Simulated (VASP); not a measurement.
# WSe2: the band gap, functional by functional, part 2 of 3

Aim: the gap of WSe2 on one structure at many levels of theory. The starting structure is a measured crystal structure from the Crystallography Open Database. The atoms were first relaxed with LDA in that cell, in a run that isn't shown, and the relaxed structure is the one below. Meshes and data sets differ where the inputs say so.

VASP 6.6.1.

Results so far: LDA 0.915 eV; PBE 0.977 eV.

## Step 4: Bands with r2SCAN

Level of this step: r2SCAN; plane waves and PAW (W, Se) (VASP).

r2SCAN adds the kinetic-energy density, costs more than a GGA and is run with LASPH.

Input file INCAR:

```
SYSTEM = WSe2
PREC = Accurate
ENCUT = 350
EDIFF = 1E-06
NELM = 100
ISMEAR = 0
SIGMA = 0.03
LREAL = .FALSE.
ALGO = Normal
METAGGA = R2SCAN
LASPH = .TRUE.
NBANDS = 34
LORBIT = 11
LWAVE = .FALSE.
LCHARG = .FALSE.
KPAR = 8
```

Input file POSCAR:

```
WSe2
1.0
    3.2820000000      0.0000000000      0.0000000000
   -1.6410000000      2.8422953752      0.0000000000
    0.0000000000      0.0000000000     12.9600000000
W Se
2 4
Direct
    0.6666666667      0.3333333333      0.7500000000
    0.3333333333      0.6666666667      0.2500000000
    0.6666666667      0.3333333333      0.3778424535
    0.3333333333      0.6666666667      0.8778424535
    0.6666666667      0.3333333333      0.1221575465
    0.3333333333      0.6666666667      0.6221575465
```

Input file KPOINTS:

```
Automatic mesh
0
Gamma
9 9 2
0 0 0
```

Input file KPOINTS_OPT:

```
Line mode
8
Line-mode
Reciprocal
  0.00000000   0.00000000   0.00000000 GAMMA
  0.50000000   0.00000000   0.00000000 M

  0.50000000   0.00000000   0.00000000 M
  0.33333333   0.33333333   0.00000000 K

  0.33333333   0.33333333   0.00000000 K
  0.00000000   0.00000000   0.00000000 GAMMA

  0.00000000   0.00000000   0.00000000 GAMMA
  0.00000000   0.00000000   0.50000000 A

  0.00000000   0.00000000   0.50000000 A
  0.50000000   0.00000000   0.50000000 L

  0.50000000   0.00000000   0.50000000 L
  0.33333333   0.33333333   0.50000000 H

  0.33333333   0.33333333   0.50000000 H
  0.00000000   0.00000000   0.50000000 A

  0.50000000   0.00000000   0.50000000 L
  0.50000000   0.00000000   0.00000000 M

  0.33333333   0.33333333   0.00000000 K
  0.33333333   0.33333333   0.50000000 H
```

The projector-augmented-wave data sets are W and Se (PBE family, release 64).

Started as:

```console
$ mpirun -np 8 vasp_std
```

What it wrote:

```text
[banner, memory and clock lines left out]
running    8 mpi-ranks, on    1 nodes
[...]
[... a notice as in an earlier step ...]

|                                                                             |
|               ----> ADVICE to this user running VASP <----                  |
|                                                                             |
|     You enforced a specific xc type in the INCAR file but a different       |
|     [... a line on the potential file left out ...]
|     I HOPE YOU KNOW WHAT YOU ARE DOING!                                     |
|                                                                             |

 LDA part: xc-table for (None), standard interpolation
 POSCAR, INCAR and KPOINTS ok, starting setup
[...]
entering main loop
       N       E                     dE             d eps       ncg     rms          rms(c)
DAV:   1     0.623764200088E+01    0.62376E+01   -0.12305E+04  1632   0.694E+02
DAV:   2    -0.159048046416E+03   -0.16529E+03   -0.15470E+03  2068   0.181E+02
[...]
DAV:  13    -0.163719594448E+03   -0.87715E-05   -0.30349E-05  1860   0.295E-02    0.465E-02
DAV:  14    -0.163719595396E+03   -0.94775E-06   -0.30559E-06  1828   0.861E-03
   1 F= -.16371960E+03 E0= -.16371960E+03  d E =-.479267E-11
 Start KPOINTS_OPT (optional k-point list driver)
k-point batch [1-24\72]
       N       E                     dE             ncg
DAV:   1     0.359707254924E+04   -0.14444E+05     1632
DAV:   2    -0.395671458597E+03   -0.39927E+04     2088
DAV:   3    -0.624118221405E+03   -0.22845E+03     1970
DAV:   4    -0.626048669164E+03   -0.19304E+01     2040
DAV:   5    -0.626064857116E+03   -0.16188E-01     2052
DAV:   6    -0.626065078359E+03   -0.22124E-03     2102
DAV:   7    -0.626065081950E+03   -0.35904E-05     1836
DAV:   8    -0.626065082106E+03   -0.15671E-06     1418
[...]
k-point batch [49-72\72]
       N       E                     dE             ncg
DAV:   1     0.341613810902E+04   -0.19733E+05     1632
DAV:   2    -0.478796313266E+03   -0.38949E+04     2072
DAV:   3    -0.704602741248E+03   -0.22581E+03     1990
DAV:   4    -0.706494212278E+03   -0.18915E+01     1958
DAV:   5    -0.706509299339E+03   -0.15087E-01     2008
DAV:   6    -0.706509486195E+03   -0.18686E-03     2004
DAV:   7    -0.706509488830E+03   -0.26357E-05     1702
DAV:   8    -0.706509488989E+03   -0.15876E-06     1398
```

Elapsed: 83 s, on 8 MPI ranks of Intel Xeon Platinum 8375C at 2.90GHz (Ice Lake), shared host; peak memory 1.8 GiB; 11 min of CPU time.

Parts of OUTCAR (step 4):

```text
  Total        2.2091187      2.2091187      2.5981446      0.0000000      0.0000000      0.0000000
  in kB       29.2763443     29.2763443     34.4319097      0.0000000      0.0000000      0.0000000
  external PRESSURE =      30.9948661 kB  Pullay stress =       0.0000000 kB

 POSITION                                       TOTAL-FORCE (eV/Angst)
 -----------------------------------------------------------------------------------
      1.64100      0.94743      9.72000        -0.000000      0.000000     -0.000000
     -0.00000      1.89486      3.24000         0.000000      0.000000     -0.000000
      1.64100      0.94743      4.89684         0.000000      0.000000      0.147688
     -0.00000      1.89486     11.37684        -0.000000     -0.000000      0.147688
      1.64100      0.94743      1.58316         0.000000      0.000000     -0.147688
     -0.00000      1.89486      8.06316        -0.000000      0.000000     -0.147688
 -----------------------------------------------------------------------------------
    total drift:                               -0.000000      0.000000     -0.000000

  FREE ENERGIE OF THE ION-ELECTRON SYSTEM (eV)
  ---------------------------------------------------
  free  energy   TOTEN  =      -163.7195953960 eV

  energy  without entropy=     -163.7195953960  energy(sigma->0) =     -163.71959540

[... 2 parts as in an earlier step ...]

[... 1 further part left out ...]
[key lines of the parts left out:]
E-fermi :   5.3326
```

r2SCAN gives a least gap of 1.095 eV, and a least direct gap of 1.635 eV. The least gap is +0.180 eV from that of LDA.

## Step 5: Bands with TB-mBJ

TB-mBJ is a local potential fitted to gaps: it costs far less than a hybrid but gives no energy. Its energies, forces and stress mean nothing.

Edit INCAR of step 4 so:

```diff
@@ -4,3 +4,3 @@
 EDIFF = 1E-06
-NELM = 100
+NELM = 150
 ISMEAR = 0
@@ -9,3 +9,3 @@
 ALGO = Normal
-METAGGA = R2SCAN
+METAGGA = MBJ
 LASPH = .TRUE.
```

POSCAR is that of step 4.

KPOINTS is that of step 4.

KPOINTS_OPT is that of step 4.

Started as:

```console
$ mpirun -np 8 vasp_std
```

What it wrote:

```text
[banner, memory and clock lines left out]
running    8 mpi-ranks, on    1 nodes
[...]
[... a notice as in an earlier step ...]

 [... a notice as in an earlier step ...]

 LDA part: xc-table for (None), standard interpolation
 POSCAR, INCAR and KPOINTS ok, starting setup
[...]
entering main loop
       N       E                     dE             d eps       ncg     rms          rms(c)
DAV:   1     0.230552583437E+04    0.23055E+04   -0.11862E+04  1632   0.673E+02
DAV:   2     0.214736772288E+04   -0.15816E+03   -0.14807E+03  2042   0.176E+02
DAV:   3     0.213838323230E+04   -0.89845E+01   -0.88747E+01  2110   0.414E+01
DAV:   4     0.213830730474E+04   -0.75928E-01   -0.75836E-01  2014   0.412E+00
[...]
DAV:  53     0.215197051450E+04   -0.90117E-05   -0.13703E-09   828   0.199E-04    0.663E-04
DAV:  54     0.215197049725E+04   -0.17253E-04   -0.28537E-09   828   0.252E-04    0.444E-04
DAV:  55     0.215197049686E+04   -0.39186E-06   -0.13812E-09   828   0.169E-04
   1 F= 0.21519705E+04 E0= 0.21519705E+04  d E =-.128252E-22
 Start KPOINTS_OPT (optional k-point list driver)
k-point batch [1-24\72]
       N       E                     dE             ncg
DAV:   1     0.388592754276E+04   -0.14155E+05     1632
DAV:   2     0.202845365693E+02   -0.38656E+04     2080
DAV:   3    -0.195506519539E+03   -0.21579E+03     1980
DAV:   4    -0.197364468197E+03   -0.18579E+01     2048
DAV:   5    -0.197380546149E+03   -0.16078E-01     2072
DAV:   6    -0.197380768470E+03   -0.22232E-03     2078
DAV:   7    -0.197380772168E+03   -0.36980E-05     1812
DAV:   8    -0.197380772332E+03   -0.16391E-06     1446
[...]
k-point batch [49-72\72]
       N       E                     dE             ncg
DAV:   1     0.370984302963E+04   -0.19440E+05     1632
DAV:   2    -0.617467055436E+02   -0.37716E+04     2064
DAV:   3    -0.274454590612E+03   -0.21271E+03     1980
DAV:   4    -0.276271693414E+03   -0.18171E+01     1964
DAV:   5    -0.276286512972E+03   -0.14820E-01     2010
DAV:   6    -0.276286719743E+03   -0.20677E-03     2056
DAV:   7    -0.276286723065E+03   -0.33220E-05     1698
DAV:   8    -0.276286723229E+03   -0.16461E-06     1392
```

Wall time 93 s (8 MPI ranks); peak memory 2 GiB; 12 min of CPU time.

Parts of OUTCAR (step 5):

```text
  Total       90.7402826     90.7402826     81.1876811      0.0000000      0.0000000     -0.0000000
  in kB     1202.5355478   1202.5355478   1075.9397008      0.0000000      0.0000000     -0.0000000
  external PRESSURE =    1160.3369321 kB  Pullay stress =       0.0000000 kB

 POSITION                                       TOTAL-FORCE (eV/Angst)
 -----------------------------------------------------------------------------------
      1.64100      0.94743      9.72000        -0.000000      0.000000     -0.000000
     -0.00000      1.89486      3.24000         0.000000     -0.000000     -0.000000
      1.64100      0.94743      4.89684         0.000000     -0.000000      0.003460
     -0.00000      1.89486     11.37684         0.000000      0.000000      0.003460
      1.64100      0.94743      1.58316        -0.000000     -0.000000     -0.003460
     -0.00000      1.89486      8.06316         0.000000      0.000000     -0.003460
 -----------------------------------------------------------------------------------
    total drift:                               -0.000000      0.000000     -0.000000

  FREE ENERGIE OF THE ION-ELECTRON SYSTEM (eV)
  ---------------------------------------------------
  free  energy   TOTEN  =      2151.9704968568 eV

  energy  without entropy=     2151.9704968568  energy(sigma->0) =     2151.97049686

[... 2 parts as in an earlier step ...]

[... 1 further part left out ...]
[key lines of the parts left out:]
E-fermi :   5.7159
```

TB-mBJ gives a least gap of 1.173 eV, and a least direct gap of 1.595 eV. The least gap is +0.258 eV from that of LDA.

## Step 6: Bands with LDA + spin-orbit coupling

Spin-orbit coupling is switched on in this step.

Input file INCAR:

```
SYSTEM = WSe2
PREC = Accurate
ENCUT = 350
EDIFF = 1E-06
NELM = 100
ISMEAR = 0
SIGMA = 0.03
LREAL = .FALSE.
ALGO = Normal
GGA = CA
LNONCOLLINEAR = .TRUE.
MAGMOM = 0 0 0 0 0 0 0 0 0 0 0 0 0 0 0 0 0 0
NBANDS = 48
GGA_COMPAT = .FALSE.
LASPH = .TRUE.
LSORBIT = .TRUE.
LMAXMIX = 4
LORBIT = 11
LWAVE = .FALSE.
LCHARG = .FALSE.
KPAR = 8
```

POSCAR is that of step 5.

KPOINTS is that of step 5.

KPOINTS_OPT is that of step 5.

The projector-augmented-wave data sets are W and Se (LDA family, release 64).

Started as:

```console
$ mpirun -np 8 vasp_ncl
```

What it wrote:

```text
[banner, memory and clock lines left out]
running    8 mpi-ranks, on    1 nodes
[...]
[... a notice as in an earlier step ...]

 LDA part: xc-table for (Slater(with rela. corr.)+CA(PZ))
 , standard interpolation
 POSCAR, INCAR and KPOINTS ok, starting setup
[...]
entering main loop
       N       E                     dE             d eps       ncg     rms          rms(c)
DAV:   1     0.140582950005E+03    0.14058E+03   -0.12315E+04  2304   0.952E+02
DAV:   2    -0.380723061102E+02   -0.17866E+03   -0.17094E+03  3024   0.216E+02
DAV:   3    -0.506930725545E+02   -0.12621E+02   -0.12451E+02  2808   0.595E+01
DAV:   4    -0.510623084165E+02   -0.36924E+00   -0.36739E+00  3312   0.954E+00
[...]
DAV:  14    -0.490516467115E+02    0.11670E-05   -0.14780E-06  2144   0.652E-03    0.146E-02
DAV:  15    -0.490516456598E+02    0.10517E-05   -0.42265E-06  2696   0.859E-03    0.642E-03
DAV:  16    -0.490516455892E+02    0.70542E-07   -0.31031E-07  1592   0.325E-03
   1 F= -.49051646E+02 E0= -.49051646E+02  d E =-.208395E-11  mag=     0.0000    -0.0000    -0.0000
 Start KPOINTS_OPT (optional k-point list driver)
k-point batch [1-24\72]
       N       E                     dE             ncg
DAV:   1     0.432894688750E+04   -0.13161E+05     2304
DAV:   2     0.821861958101E+02   -0.42468E+04     3000
DAV:   3    -0.228286332686E+03   -0.31047E+03     2800
DAV:   4    -0.238027028828E+03   -0.97407E+01     3328
DAV:   5    -0.238179976113E+03   -0.15295E+00     2968
DAV:   6    -0.238185014029E+03   -0.50379E-02     3392
DAV:   7    -0.238185138397E+03   -0.12437E-03     3016
DAV:   8    -0.238185142183E+03   -0.37860E-05     2584
DAV:   9    -0.238185142364E+03   -0.18028E-06     2088
[...]
k-point batch [49-72\72]
       N       E                     dE             ncg
DAV:   1     0.410869440764E+04   -0.18679E+05     2304
DAV:   2    -0.149187779562E+02   -0.41236E+04     2976
DAV:   3    -0.307887896669E+03   -0.29297E+03     2888
DAV:   4    -0.314965869862E+03   -0.70780E+01     3192
DAV:   5    -0.315104113955E+03   -0.13824E+00     2872
DAV:   6    -0.315108732311E+03   -0.46184E-02     3296
DAV:   7    -0.315108841678E+03   -0.10937E-03     2880
DAV:   8    -0.315108846088E+03   -0.44098E-05     2456
DAV:   9    -0.315108846375E+03   -0.28730E-06     1976
```

Elapsed: 98 s, on 8 MPI ranks; peak memory 3.3 GiB; 13 min of CPU time.

Parts of OUTCAR (step 6):

```text
  Total       -1.9930343     -1.9930343     -0.5882933      0.0000000      0.0000000      0.0000000
  in kB      -26.4126859    -26.4126859     -7.7963563      0.0000000      0.0000000      0.0000000
  external PRESSURE =     -20.2072427 kB  Pullay stress =       0.0000000 kB

 POSITION                                       TOTAL-FORCE (eV/Angst)
 -----------------------------------------------------------------------------------
      1.64100      0.94743      9.72000         0.000000     -0.000000     -0.000000
     -0.00000      1.89486      3.24000        -0.000000      0.000000      0.000000
      1.64100      0.94743      4.89684         0.000000     -0.000000      0.006941
     -0.00000      1.89486     11.37684        -0.000000     -0.000000      0.006941
      1.64100      0.94743      1.58316         0.000000     -0.000000     -0.006941
     -0.00000      1.89486      8.06316         0.000000      0.000000     -0.006941
 -----------------------------------------------------------------------------------
    total drift:                               -0.000000     -0.000000      0.000000

  FREE ENERGIE OF THE ION-ELECTRON SYSTEM (eV)
  ---------------------------------------------------
  free  energy   TOTEN  =       -49.0516455892 eV

  energy  without entropy=      -49.0516455892  energy(sigma->0) =      -49.05164559

 magnetization (x)
# of ion       s       p       d       tot
------------------------------------------
    1        0.000   0.000  -0.000  -0.000
    2       -0.000   0.000   0.000  -0.000
    3        0.000  -0.000  -0.000  -0.000
    4        0.000   0.000   0.000   0.000
    5        0.000  -0.000   0.000  -0.000
    6        0.000   0.000  -0.000  -0.000
--------------------------------------------------
tot          0.000  -0.000  -0.000  -0.000

 magnetization (y)
# of ion       s       p       d       tot
------------------------------------------
    1       -0.000   0.000  -0.000  -0.000
    2        0.000   0.000  -0.000  -0.000
    3       -0.000  -0.000   0.000  -0.000
    4        0.000  -0.000   0.000  -0.000
    5        0.000   0.000   0.000   0.000
    6        0.000   0.000   0.000   0.000
--------------------------------------------------
tot          0.000  -0.000  -0.000  -0.000

 magnetization (z)
# of ion       s       p       d       tot
------------------------------------------
    1        0.000   0.000   0.000   0.000
    2        0.000   0.000   0.000   0.000
    3        0.000   0.000   0.000   0.000
    4        0.000   0.000   0.000   0.000
    5        0.000   0.000   0.000   0.000
    6        0.000   0.000   0.000   0.000
--------------------------------------------------
tot          0.000   0.000   0.000   0.000

[... 1 part as in an earlier step ...]

[... 2 further parts left out ...]
[key lines of the parts left out:]
E-fermi :   5.5783
```

LDA + spin-orbit coupling gives a least gap of 0.837 eV, and a least direct gap of 1.290 eV. The least gap is -0.078 eV from that of LDA.

## Step 7: Bands with r2SCAN + spin-orbit coupling

Edit INCAR of step 6 so:

```diff
@@ -9,3 +9,4 @@
 ALGO = Normal
-GGA = CA
+METAGGA = R2SCAN
+LASPH = .TRUE.
 LNONCOLLINEAR = .TRUE.
@@ -14,3 +15,2 @@
 GGA_COMPAT = .FALSE.
-LASPH = .TRUE.
 LSORBIT = .TRUE.
```

POSCAR is that of step 6.

KPOINTS is that of step 6.

KPOINTS_OPT is that of step 6.

Potentials, in the order of the species: W and Se (PBE family, release 64).

Started as:

```console
$ mpirun -np 8 vasp_ncl
```

What it wrote:

```text
[... set-up lines as in an earlier step ...]
 entering main loop
       N       E                     dE             d eps       ncg     rms          rms(c)
DAV:   1     0.312903904719E+02    0.31290E+02   -0.12751E+04  2304   0.987E+02
DAV:   2    -0.155205309926E+03   -0.18650E+03   -0.17837E+03  3048   0.236E+02
DAV:   3    -0.168818972086E+03   -0.13614E+02   -0.13430E+02  2896   0.665E+01
DAV:   4    -0.169185518431E+03   -0.36655E+00   -0.36451E+00  3296   0.109E+01
[...]
DAV:  14    -0.164114624155E+03   -0.26473E-05   -0.38801E-06  3000   0.127E-02    0.257E-02
DAV:  15    -0.164114625321E+03   -0.11667E-05   -0.17338E-06  2064   0.806E-03    0.112E-02
DAV:  16    -0.164114625867E+03   -0.54580E-06   -0.39847E-07  1640   0.439E-03
   1 F= -.16411463E+03 E0= -.16411463E+03  d E =-.219580E-18  mag=    -0.0000     0.0000     0.0000
 Start KPOINTS_OPT (optional k-point list driver)
k-point batch [1-24\72]
       N       E                     dE             ncg
DAV:   1     0.421880222954E+04   -0.13271E+05     2304
DAV:   2    -0.291823691693E+03   -0.45106E+04     3016
DAV:   3    -0.620963267143E+03   -0.32914E+03     2808
DAV:   4    -0.631550720951E+03   -0.10587E+02     3320
DAV:   5    -0.631716031639E+03   -0.16531E+00     2928
DAV:   6    -0.631721916044E+03   -0.58844E-02     3384
DAV:   7    -0.631722057202E+03   -0.14116E-03     2952
DAV:   8    -0.631722062726E+03   -0.55240E-05     2616
DAV:   9    -0.631722062923E+03   -0.19702E-06     2088
[...]
k-point batch [49-72\72]
       N       E                     dE             ncg
DAV:   1     0.398109215113E+04   -0.18807E+05     2304
DAV:   2    -0.395517437631E+03   -0.43766E+04     2984
DAV:   3    -0.704583260048E+03   -0.30907E+03     2888
DAV:   4    -0.712325311364E+03   -0.77421E+01     3184
DAV:   5    -0.712493411108E+03   -0.16810E+00     2904
DAV:   6    -0.712498820681E+03   -0.54096E-02     3304
DAV:   7    -0.712498941162E+03   -0.12048E-03     2856
DAV:   8    -0.712498945477E+03   -0.43149E-05     2504
DAV:   9    -0.712498945730E+03   -0.25244E-06     1992
```

It took 6 min on 8 MPI ranks; peak memory 3.9 GiB.

OUTCAR, selected parts (step 7):

```text
  Total        2.2072240      2.2072240      2.6230343      0.0000000      0.0000000     -0.0000000
  in kB       29.2512348     29.2512348     34.7617613      0.0000000      0.0000000     -0.0000000
  external PRESSURE =      31.0880770 kB  Pullay stress =       0.0000000 kB

 POSITION                                       TOTAL-FORCE (eV/Angst)
 -----------------------------------------------------------------------------------
      1.64100      0.94743      9.72000         0.000000      0.000000      0.000000
     -0.00000      1.89486      3.24000         0.000000      0.000000      0.000000
      1.64100      0.94743      4.89684         0.000000     -0.000000      0.156050
     -0.00000      1.89486     11.37684        -0.000000      0.000000      0.156050
      1.64100      0.94743      1.58316         0.000000     -0.000000     -0.156050
     -0.00000      1.89486      8.06316        -0.000000      0.000000     -0.156050
 -----------------------------------------------------------------------------------
    total drift:                               -0.000000     -0.000000      0.000000

  FREE ENERGIE OF THE ION-ELECTRON SYSTEM (eV)
  ---------------------------------------------------
  free  energy   TOTEN  =      -164.1146258671 eV

  energy  without entropy=     -164.1146258671  energy(sigma->0) =     -164.11462587

 magnetization (x)
# of ion       s       p       d       tot
------------------------------------------
    1        0.000   0.000   0.000   0.000
    2        0.000   0.000   0.000   0.000
    3        0.000   0.000   0.000   0.000
    4       -0.000   0.000  -0.000  -0.000
    5       -0.000  -0.000  -0.000  -0.000
    6        0.000   0.000   0.000   0.000
--------------------------------------------------
tot          0.000   0.000   0.000   0.000

 magnetization (y)
# of ion       s       p       d       tot
------------------------------------------
    1       -0.000   0.000   0.000   0.000
    2        0.000   0.000   0.000   0.000
    3        0.000  -0.000  -0.000  -0.000
    4        0.000  -0.000   0.000  -0.000
    5        0.000  -0.000   0.000  -0.000
    6        0.000  -0.000  -0.000  -0.000
--------------------------------------------------
tot          0.000  -0.000   0.000  -0.000

[... 3 parts as in an earlier step ...]

[... 1 further part left out ...]
[key lines of the parts left out:]
E-fermi :   5.4347
```

r2SCAN + spin-orbit coupling gives a least gap of 1.018 eV, and a least direct gap of 1.420 eV. The least gap is -0.077 eV from that of r2SCAN.

(Part 2 of 3 ends here.)

[Lines on the potential files, build, host, timing and source positions are cut from VASP's logs without a mark.]

[Logs are printed without paths, hosts, clocks, repeated set-up lines and the standing remarks that a program may print on its own settings, such as how far it seeks lower states.]

[Hosts, paths, dates, database ids (printed as entryN), source tags and the programs' standing remarks are cut or masked in the printed files.]
